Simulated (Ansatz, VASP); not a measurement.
# Cross-check of Os (Osmium) between VASP and Ansatz

Wanted: the spread between two codes on one cell, functional and k mesh.

Main program and level: Ansatz 0.2.0; plane waves, with VASP 6.6.1 beside it; relaxation of cell and atoms at r2SCAN.

## 1. The structure

The structure is hexagonal, space group P6_3/mmc (No. 194). The conventional cell has a = 2.734 Å, b = 2.734 Å, c = 4.320 Å, α = 90.00°, β = 90.00°, γ = 120.00°. Os has 12 Os at 2.68 to 2.73 Å nearest.

As a file:

```xyz
2
Lattice="2.7341 0.0000 0.0000 -1.3671 2.3678 0.0000 0.0000 0.0000 4.3197" Properties=species:S:1:pos:R:3 pbc="T T T"
Os    0.0000    1.5785    1.0799
Os    1.3671    0.7893    3.2398
```

## 2. VASP: relaxation of cell and atoms, r2SCAN

The relaxed volume is the usual yardstick between codes: its relative difference is about their pressure difference at one cell divided by the bulk modulus.

Lines of VASP's logs that name or quote its potential files are left out, and so is its time.

INCAR

```
SYSTEM = Os
PREC = Accurate
ENCUT = 520
EDIFF = 1E-06
NELM = 100
ISMEAR = -1
SIGMA = 0.05
LREAL = .FALSE.
ALGO = Normal
METAGGA = R2SCAN
LASPH = .TRUE.
NBANDS = 14
LORBIT = 11
LWAVE = .FALSE.
LCHARG = .FALSE.
KPAR = 2
IBRION = 2
NSW = 60
ISIF = 3
EDIFFG = -0.01
```

POSCAR

```
Os
1.0
    2.7341000000      0.0000000000      0.0000000000
   -1.3670500000      2.3678000565      0.0000000000
    0.0000000000      0.0000000000      4.3197000000
Os
2
Direct
    0.3333333333      0.6666666667      0.2500000000
    0.6666666667      0.3333333333      0.7500000000
```

KPOINTS

```
Automatic mesh
0
Gamma
11 11 6
0 0 0
```

PAW data sets: Os (PBE family, release 64).

The run is started by

```console
$ mpirun -np 2 vasp_std
```

Numbers of over 12 decimals in the logs are rounded to 6 here.

Log:

```text
[banner, memory and clock lines left out]
running    2 mpi-ranks, on    1 nodes
 distrk:  each k-point on    1 cores,    2 groups
 distr:  one band on    1 cores,    1 groups

 POSCAR found type information on POSCAR Os
 POSCAR found :  1 types and       2 ions
|                                                                             |
|               ----> ADVICE to this user running VASP <----                  |
|                                                                             |
|     You enforced a specific xc type in the INCAR file but a different       |
|     [... a line on the potential file left out ...]
|     I HOPE YOU KNOW WHAT YOU ARE DOING!                                     |
|                                                                             |

 LDA part: xc-table for (None), standard interpolation
 POSCAR, INCAR and KPOINTS ok, starting setup
 FFT: planning ... GRIDC
 FFT: planning ... GRID_SOFT
 FFT: planning ... GRID
 WAVECAR not read
 entering main loop
       N       E                     dE             d eps       ncg     rms          rms(c)
DAV:   1     0.255295730009E+02    0.25530E+02   -0.79307E+03  1792   0.115E+03
DAV:   2    -0.102955741342E+03   -0.12849E+03   -0.11349E+03  1828   0.363E+02
DAV:   3    -0.108608243030E+03   -0.56525E+01   -0.53882E+01  2404   0.659E+01
DAV:   4    -0.108663622484E+03   -0.55379E-01   -0.55309E-01  1936   0.678E+00
DAV:   5    -0.108663949731E+03   -0.32725E-03   -0.32724E-03  2374   0.477E-01    0.224E+01
DAV:   6    -0.106186900247E+03    0.24770E+01   -0.81263E-01  2176   0.812E+00    0.107E+01
DAV:   8    -0.105996534202E+03    0.35317E-02   -0.57750E-03  1928   0.627E-01    0.113E-01
DAV:   9    -0.105996227804E+03    0.30640E-03   -0.91562E-04  2230   0.338E-01    0.441E-02
DAV:  10    -0.105996250930E+03   -0.23126E-04   -0.17460E-04  2074   0.109E-01    0.149E-02
DAV:  11    -0.105996219667E+03    0.31263E-04   -0.12513E-05  1966   0.388E-02    0.861E-03
DAV:  12    -0.105996215805E+03    0.38617E-05   -0.11049E-06  1328   0.141E-02    0.314E-03
DAV:  13    -0.105996215324E+03    0.48099E-06   -0.16396E-07  1010   0.340E-03
   1 F= -.10599622E+03 E0= -.10598998E+03  d E =-.105996E+03
[...]
2 F= -.10597958E+03 E0= -.10597305E+03  d E =0.166372E-01
[...]
3 F= -.10599709E+03 E0= -.10599081E+03  d E =-.879407E-03
[...]
4 F= -.10599709E+03 E0= -.10599081E+03  d E =-.878100E-03
[...]
5 F= -.10599709E+03 E0= -.10599080E+03  d E =0.295750E-05
 trial-energy change:    0.000003  1 .order    0.000005   -0.000090    0.000099
 step:   0.3974(harm=  0.3974)  dis= 0.00000  next Energy=  -105.997115 (dE=-0.213E-04)
 bond charge predicted
       N       E                     dE             d eps       ncg     rms          rms(c)
DAV:   1    -0.105997143309E+03   -0.53352E-04   -0.25323E-03  1870   0.394E-01    0.266E-02
DAV:   2    -0.105997121035E+03    0.22273E-04   -0.25296E-05  2156   0.625E-02    0.139E-02
DAV:   3    -0.105997116001E+03    0.50342E-05   -0.77138E-06  2058   0.229E-02    0.235E-03
DAV:   4    -0.105997115994E+03    0.70670E-08   -0.53754E-07   986   0.813E-03
   6 F= -.10599712E+03 E0= -.10599083E+03  d E =-.225697E-04
 curvature:  -0.20 expect dE=-0.111E-05 dE for cont linesearch -0.301E-11
 trial: gam= 0.06041 g(F)=  0.281E-48 g(S)=  0.558E-05 ort = 0.403E-07 (trialstep = 0.748E+00)
 search vector abs. value=  0.598E-05
 reached required accuracy - stopping structural energy minimisation
```

From OUTCAR (step 2):

```text
ion  position               nearest neighbor table
   1  0.333  0.667  0.250-   2 2.68   2 2.68   2 2.68   2 2.68   2 2.68   2 2.68
   2  0.667  0.333  0.750-   1 2.68   1 2.68   1 2.68   1 2.68   1 2.68   1 2.68

  LATTYP: Found a hexagonal cell.
 ALAT       =     2.7341000000
 C/A-ratio  =     1.5799348963

 Subroutine GETGRP returns: Found 24 space group operations
 (whereof 12 operations were pure point group operations)

The static configuration has the point symmetry D_3d.
 The point group associated with its full space group is D_6h.

 Found     64 irreducible k-points:

   k-points           NKPTS =     64   k-points in BZ     NKDIM =     64   number of bands    NBANDS=     14

   dimension x,y,z NGX =    20 NGY =   20 NGZ =   32
   dimension x,y,z NGXF=    40 NGYF=   40 NGZF=   64

   ENCUT  =  520.0 eV  38.22 Ry    6.18 a.u.   5.08  5.08  8.03*2*pi/ulx,y,z

   NELECT =      16.0000    total number of electrons

 k-points in reciprocal lattice and weights: Automatic mesh
   0.00000000  0.00000000  0.00000000       0.001
   0.09090909  0.00000000  0.00000000       0.008
   0.18181818  0.00000000  0.00000000       0.008
   0.27272727 -0.00000000  0.00000000       0.008
   0.36363636 -0.00000000  0.00000000       0.008
   0.45454545  0.00000000  0.00000000       0.008
   0.09090909  0.09090909  0.00000000       0.008
   0.18181818  0.09090909  0.00000000       0.017
   0.27272727  0.09090909  0.00000000       0.017
[...]
0.27272727  0.27272727  0.50000000       0.008
   0.36363636  0.27272727  0.50000000       0.008

 average (electrostatic) potential at core
       1 -48.9411       2 -48.9411

 E-fermi :   9.1463

 k-point     1 :       0.0000    0.0000    0.0000
  band No.  band energies     occupation
    ...
      5       6.3229      2.00000
      6       6.9115      2.00000
      7       6.9115      2.00000
      8       7.5546      2.00000
      9       7.5546      2.00000
     10       9.2185      0.38230
     11      10.9367      0.00000
     12      10.9367      0.00000
     13      18.7270      0.00000
     14      23.9761      0.00000

 k-point     2 :       0.0909    0.0000    0.0000
  band No.  band energies     occupation
    ...
      6       6.8544      2.00000
      7       7.0687      2.00000
      8       7.1945      2.00000
      9       7.3190      2.00000
     10       8.1097      2.00000
     11      11.0967      0.00000
     12      12.6273      0.00000
     13      18.6930      0.00000
     14      24.6672      0.00000

 k-point     3 :       0.1818    0.0000    0.0000
  band No.  band energies     occupation
    ...
      6       6.7863      2.00000
      7       7.2300      2.00000
      8       7.4822      2.00000
      9       7.6262      2.00000
     10       8.0057      2.00000
     11      11.4225      0.00000
     12      15.1064      0.00000
     13      18.5060      0.00000
     14      25.6785      0.00000

  Total        0.0089608      0.0089608      0.0084053      0.0000000      0.0000000      0.0000000
  in kB        0.5109724      0.5109724      0.4792957      0.0000000      0.0000000      0.0000000
  external PRESSURE =       0.5004135 kB  Pullay stress =       0.0000000 kB

  energy-cutoff  :      520.00
  volume of cell :       28.10
      direct lattice vectors                 reciprocal lattice vectors
     2.739523288 -0.000000000  0.000000000     0.365027012  0.210748444 -0.000000000
    -1.369761644  2.372496762  0.000000000     0.000000000  0.421496887 -0.000000000
     0.000000000  0.000000000  4.322952955     0.000000000  0.000000000  0.231323359

 POSITION                                       TOTAL-FORCE (eV/Angst)
 -----------------------------------------------------------------------------------
     -0.00000      1.58166      1.08074         0.000000      0.000000      0.000000
      1.36976      0.79083      3.24221        -0.000000     -0.000000      0.000000
 -----------------------------------------------------------------------------------
    total drift:                               -0.000000      0.000000     -0.000000

  FREE ENERGIE OF THE ION-ELECTRON SYSTEM (eV)
  ---------------------------------------------------
  free  energy   TOTEN  =      -105.9971159940 eV

  energy  without entropy=     -105.9845440210  energy(sigma->0) =     -105.99083001

 reached required accuracy - stopping structural energy minimisation

 total charge
# of ion       s       p       d       tot
------------------------------------------
    1        0.656   0.782   6.053   7.490
    2        0.656   0.782   6.053   7.490
--------------------------------------------------
tot          1.311   1.564  12.105  14.981

[... 3 further parts left out ...]
```

CONTCAR:

```
Os
   1.00000000000000
     2.7395232882795040   -0.0000000000000000    0.0000000000000000
    -1.3697616441397520    2.3724967619221737    0.0000000000000000
     0.0000000000000000    0.0000000000000000    4.3229529550333643
  Os
     2
Direct
     0.3333333332999970    0.6666666667000030    0.2500000000000000
     0.6666666667000030    0.3333333332999970    0.7500000000000000
```

## 3. Ansatz: relaxation of cell and atoms, r2SCAN

Ansatz runs on its default PAW (the set named soft_2) files.

The same cell, functional, mesh and smearing now go to Ansatz, which takes its cutoff from its data sets.

input.yaml

```yaml
crystal:
  lattice:
    - [2.7341, 0.0, 0.0]
    - [-1.36705, 2.3678000565, 0.0]
    - [0.0, 0.0, 4.3197]
  atoms:
    - { symbol: Os, position: [0.3333333333, 0.6666666667, 0.25] }
    - { symbol: Os, position: [0.6666666667, 0.3333333333, 0.75] }
hamiltonian:
  xc: r2scan
  pseudopotentials: { kind: paw }
kpoints:
  mp_grid: { grid: [11, 11, 6] }
scf:
  occupations: { method: fermi_dirac, width: 0.05 }
relax:
  f_tol: 0.01
  max_steps: 60
  cell: { stress_tol: 0.05 }
output:
  forces: true
  stress: true
```

The run is started by

```console
$ ansatz run input.yaml --threads 4 --pin off --max-ram 9216MiB --backend cpu --events-out ev --progress --plain --runs-dir out
```

Log:

```text
Engine: ansatz 0.2.0, x86_64-unknown-linux-gnu
Pseudopotentials: kind: paw
Pseudopotential: Os, paw, valence charge 16, recommended cutoff 500 eV (meta_gga), Os.paw.azcp
Functional definition: r2SCAN
  parameter k0 = 0.174
  parameter k1 = 0.065
  parameter a1 = 4.9479
  exchange = r2scan_x(k0 = k0, k1 = k1, a1 = a1)
  correlation = r2scan_c
Crystal: 2 atoms, lattice volume = 27.965 Å³
Basis set: ecut = 500 eV, 687 PW (Γ), exchange–correlation on 80×80×128 points (64 copies of the dense FFT grid, shifted against one another)
Bands: 20, of which v1, the nominal top of the filled ones, is band 16 counted from 1 (15 counted from 0)
Symmetry: 24 space group operations
Space group: P63/mmc (ITA 194), of the structure as read, at distance tolerance 3.0e-5 Å
k-points: 64 of 726
Non-local potential: Os, projectors of the file, l = 0: 3, l = 1: 2, l = 2: 2, l = 3: 1
PAW form: soft (Blöchl's): semilocal exchange-correlation on the pseudo side does not see the compensation charge
PAW frozen core: Os, regenerated for the run's functional (the file was generated under x = pbe(κ = 0.804, μ = 0.219515), c = pbe(β = 0.066725))
PAW one-centre angular grid: Os, 590 points (default); XC on 160 Gauss nodes
Initial density: superposition of atomic densities (neutral atoms: chi_scale 0, normalization atom), corrected by the library's trained network
Initial wavefunctions: pseudopotential atomic-orbital guess
Functional: x = r2scan, c = r2scan; τ floored in thin density (d = 2e-4 eV/Å³)
SCF iter   1: F=—  HF=-22795.194800 eV  |F-HF|=—  |Δ(HF+E_count)|=         —  Δρ=1.08e-2  dr2=6.54e-3  dr2_τ=3.96e-2  ethr=1.77e-3  ⟨swp⟩=5.1  Hψ=5179  notcnv=0
preconditioner: auto → none  [metal: Δε(μ)=0.043 eV  Ē_g=7.167 eV  σ=0.050 eV  W_gap=0.21  n_scr=8 (ndim 8)  ℏωp=28.1 eV  f_vac=0.000  D(μ)=1.44/eV (n_scr^D=22)  sad-step TF]
SCF iter   2: F=—  HF=-22795.246568 eV  |F-HF|=—  |Δ(HF+E_count)|=   5.18e-2  Δρ=6.66e-3  dr2=2.69e-3  dr2_τ=5.82e-4  ethr=2.04e-5  ⟨swp⟩=2.0  Hψ=2556  notcnv=0  defer=4
SCF iter   3: F=—  HF=-22795.253139 eV  |F-HF|=—  |Δ(HF+E_count)|=   6.57e-3  Δρ=8.56e-4  dr2=1.66e-4  dr2_τ=2.13e-5  ethr=8.42e-6  ⟨swp⟩=3.0  Hψ=2424  notcnv=0  defer=4
SCF iter   4: F=—  HF=-22795.253269 eV  |F-HF|=—  |Δ(HF+E_count)|=   1.31e-4  Δρ=4.16e-4  dr2=2.82e-5  dr2_τ=3.53e-6  ethr=5.19e-7  ⟨swp⟩=2.0  Hψ=1798  notcnv=0  defer=4
SCF iter   5: F=—  HF=-22795.253339 eV  |F-HF|=—  |Δ(HF+E_count)|=   6.96e-5  Δρ=1.82e-4  dr2=6.76e-6  dr2_τ=8.87e-7  ethr=8.82e-8  ⟨swp⟩=2.0  Hψ=1795  notcnv=0  defer=4
SCF iter   6: F=-22795.253351 eV  HF=-22795.253350 eV  |F-HF|=1.76e-7  |Δ(HF+E_count)|=   1.15e-5  Δρ=2.34e-5  dr2=8.85e-8  dr2_τ=6.44e-9  ethr=3.13e-10  ⟨swp⟩=3.8  Hψ=5649  notcnv=0
SCF 1 converged in 6 iterations: F = -22795.253351 eV  dr2 = 8.85e-8
  greatest PAW one-centre occupation: 1.000 electrons in one spin orbital (limit 2), on the Os atom at site 1 (counted from 0), in its partial waves of l = 0
relax step   1: F+E_penalty+E_count = -22795.25335054 eV  Δ(F+E_penalty+E_count) = +0.000e0 eV  max|allowed force component| = 1.527e-16 eV/Å  Δτ_max = 0.0000 Å  P = +1.048 GPa  Ω = 27.965 Å³  (6 SCF iters, dr2 threshold 1.00e-7 eV, accepted)
[...]
relax step   2: F+E_penalty+E_count = -22795.25229395 eV  Δ(F+E_penalty+E_count) = +1.057e-3 eV  max|allowed force component| = 8.327e-17 eV/Å  Δτ_max = 0.0000 Å  P = -2.239 GPa  Ω = 28.186 Å³  energy of the carried Pulay correction = -1.491e-4 eV  (4 SCF iters, dr2 threshold 2.00e-7 eV, rejected (line search))
[...]
relax step   3: F+E_penalty+E_count = -22795.25356728 eV  Δ(F+E_penalty+E_count) = -2.167e-4 eV  max|allowed force component| = 1.527e-16 eV/Å  Δτ_max = 0.0000 Å  P = -0.015 GPa  Ω = 28.035 Å³  energy of the carried Pulay correction = -4.771e-5 eV  (7 SCF iters, accepted)
[...]
relax step   4: F+E_penalty+E_count = -22795.25362217 eV  Δ(F+E_penalty+E_count) = -5.489e-5 eV  max|allowed force component| = 1.203e-16 eV/Å  Δτ_max = 0.0000 Å  P = -0.013 GPa  Ω = 28.035 Å³  stress off target by 1.38e-2 GPa  SCF on the basis re-selected at this cell (its energy is not comparable with the rows above)  (4 SCF iters)
basis re-selected at this cell: Δ(F+E_penalty+E_count) = -5.489e-5 eV, ΔP = +0.001 GPa vs the last step (what re-selecting the basis moved, of the pressure what is left beyond the Pulay correction that the steps carried, after the strain that the cell walked since its last selection, with what the two solves' SCF thresholds leave and, on support functions, any second-order correction that the steps lacked; it is no m [...]
SCF converged after 4 iterations
Free energy (F): -22795.253622 eV
Harris-Foulkes:  -22795.253622 eV  (|F-HF|=1.82e-11)
Internal energy: -22795.241116 eV  (E = F + TS)
E sigma→0 (E₀):  -22795.247369 eV
Entropy (-TS):   -0.012506 eV (-6.253 meV/atom)
Fermi energy:    25.701500 eV
--- Per-component energies (eV) ---
  E_band       = -165.805384
  E_kinetic    = 1126.078877
  E_local      = -1573.731711  (includes V_loc(G=0)·N_el)
  E_nonlocal   = -2.775803
  E_hartree    = 654.918128
  E_xc         = -506.060942
  E_vxc        = -628.565326  (∫ρ·V_xc dr)
  E_paw        = -18078.073625  (= ΣΔE_a)
  E_vpaw       = -433.354456  (= ΣTr[D̂ρ^β])
  E_aug_tail   = -0.000300  (compensation charges beyond the density's cutoff)
  E_vtau       = 36.707023  (kinetic-family band-sum trace: ∫τ·v_τ [+ j·A + Jᵃ·Aᵃ] dr)
  E_ewald      = -4414.825716
  E_core_change = -0.770026  (= ΣΔE_core)
  E_smearing   = -0.012506  (= −TS)
  E_closure    = 0.000000  (closes the sum)
  Σ components = -22795.253622   (vs F -22795.253622, Δ=0.00e0)
--- Forces (eV/Å), atoms counted from 1 ---
  atom   1  Os     0.00000000     0.00000000    -0.00000000
  atom   2  Os    -0.00000000    -0.00000000     0.00000000
  max |Σ_I F_I| component: 3.70e-17 eV/Å
--- Stress (GPa, compression-positive) ---
       -0.013788      -0.000000       0.000000
        0.000000      -0.013788      -0.000000
        0.000000      -0.000000      -0.012168
  P = ⅓ Tr σ = -0.0132 GPa (-0.132 kbar)
--- Relaxed structure (3 steps of the walk, 2 accepted, 1 SCFs on fresh bases) ---
  F+E_penalty+E_count = -22795.25362217 eV   max|allowed force component| = 1.203e-16 eV/Å   (the final SCF, on the basis selected at the relaxed cell)
  cell:  # Å, volume = 28.0354 Å³
    - [2.737406, 0, 0]
    - [-1.368703, 2.370663, 0]
    - [0, 0, 4.320143]
  atoms:
    - { symbol: Os, position: [0.333333, 0.666667, 0.25] }
    - { symbol: Os, position: [0.666667, 0.333333, 0.75] }
```

Elapsed: 3.9 s, on 4 threads of Intel Xeon Platinum 8488C (Sapphire Rapids), shared host; peak memory 0.46 GiB; 14 s of CPU time.

## 4. Comparison

Known differences besides the potentials themselves: VASP keeps PBE cores, Ansatz makes them for the functional; both relaxations stop at a tolerance, which leaves soft axes loose, and VASP keeps its plane-wave basis; the data sets hold 32 valence electrons in Ansatz (default PAW (the set named soft_2) files) and 16 in VASP; the cutoff is 500 eV in Ansatz and 520 eV in VASP; Ansatz adds a Pulay correction to the stress that steers its cell, VASP none. Total energies have different zeros and are not compared.

Compared:

| quantity | Ansatz | VASP | difference |
| --- | --- | --- | --- |
| volume (Å³) | 28.04 | 28.10 | -0.22 % |
| edge a after relaxation, in the typed setting (Å) | 2.737 | 2.740 | -0.08 % |
| edge c after relaxation, in the typed setting (Å) | 4.320 | 4.323 | -0.07 % |

The walks stopped with -0.01 GPa left in Ansatz and 0.05 GPa in VASP; each walk ends within a tolerance, so the volume difference is uncertain by about these residues over the bulk modulus, most in soft cells.

## 5. Outcome

* difference in volume (relaxation of cell and atoms, r2SCAN): -0.22 %

What this shows: The difference in volume is -0.22 % (relaxation of cell and atoms, r2SCAN), within the 1.2 % picked in this series as the mark of a large difference, as far as the stopping tolerances let one tell. Such differences can come from data sets, numerical settings and the points named under the comparisons, not from the functional's error against experiment.

[Lines on the potential files, build, host, timing and source positions are cut from VASP's logs without a mark.]

[Logs are printed without paths, hosts, clocks, repeated set-up lines and the standing remarks that a program may print on its own settings, such as how far it seeks lower states.]

[Hosts, paths, dates, database ids (printed as entryN), source tags and the programs' standing remarks are cut or masked in the printed files.]
